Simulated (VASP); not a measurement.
Input:

```
TiO2
1.0
    4.42002     0.00000     0.00000
    0.00000     4.42002     0.00000
    0.00000     0.00000     2.89534
Ti O
2 4
Direct
  0.00000   0.00000   0.00000
  0.50000   0.50000   0.50000
  0.30211   0.30211   0.00000
  0.80211   0.19789   0.50000
  0.19789   0.80211   0.50000
  0.69789   0.69789   0.00000
```

Calculation: r2SCAN meta-GGA, VASP's PBE PAW potentials (set 64) (plane waves; VASP). Run with 620 eV cut-off, 5×5×8 Γ-centred mesh, Gaussian smearing of 0.050 eV, potentials Ti_sv O.

Energy and stress use the plane-wave basis of the starting cell.

Q: The ions, cell shape and volume at an external pressure of 45.0 GPa are relaxed. Which structure does the run end with?

A: 
```
TiO2
1.0
    4.35729     0.00000     0.00000
    0.00000     4.35729     0.00000
    0.00000     0.00000     2.86823
Ti O
2 4
Direct
  0.00000   0.00000   0.00000
  0.50000   0.50000   0.50000
  0.30157   0.30157   0.00000
  0.80157   0.19843   0.50000
  0.19843   0.80157   0.50000
  0.69843   0.69843   0.00000
```
Space group P4_2/mnm (136), at a tolerance of 0.03 Å.

Q: How do energy and volume change from the first to the last step?

A: The energy (σ→0) changes by +81.5 meV/atom and the volume by -3.7 %, in 9 ionic steps.

The compound is TiO2 in the rutile structure. This run relaxes it under an external pressure of 45 GPa. Symmetry was kept, so distortions that lower it aren't found.
